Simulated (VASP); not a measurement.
Input:

```
CELL_PARAMETERS angstrom
      5.94513     0.00000     0.00000
      0.00000     4.20384     0.00000
      0.00000     0.00000    27.35152
ATOMIC_POSITIONS crystal
  Cu 0.92156 0.00000 0.66527
  Cu 0.52899 0.50000 0.61891
  Cu 0.01435 0.00000 0.53787
  Cu 0.51435 0.50000 0.46213
  Cu 0.02899 0.00000 0.38109
  Cu 0.42156 0.50000 0.33473
  I  0.27030 0.00000 0.61396
  I  0.75139 0.50000 0.69843
  I  0.26342 0.00000 0.46072
  I  0.76342 0.50000 0.53928
  I  0.25139 0.00000 0.30157
  I  0.77030 0.50000 0.38604
```

The numbers are results of PBEsol GGA, VASP's PBE PAW potentials (set 64) (plane waves; VASP), not measurements. Run with PREC = Normal, 400 eV cut-off, 4×5×1 Γ-centred mesh, Gaussian smearing of 0.050 eV, potentials Cu I.

Unless said otherwise, spin-orbit coupling is left out, though it shifts the bands of the heavy elements here.

### Question
What does the run give for the energy per atom (σ→0), band gap (on the k-mesh) with the smallest direct gap where there is one?

### Answer

```json
{
  "band gap (on the k-mesh)": "1.55 eV",
  "smallest direct gap (on the k-mesh)": "1.55 eV",
  "energy per atom (σ→0)": "-3.118 eV/atom"
}
```

Only differences to runs with the same potentials and settings are physical.

The cell is a thin slab with vacuum, built from CuI (zinc blende): (110) face.
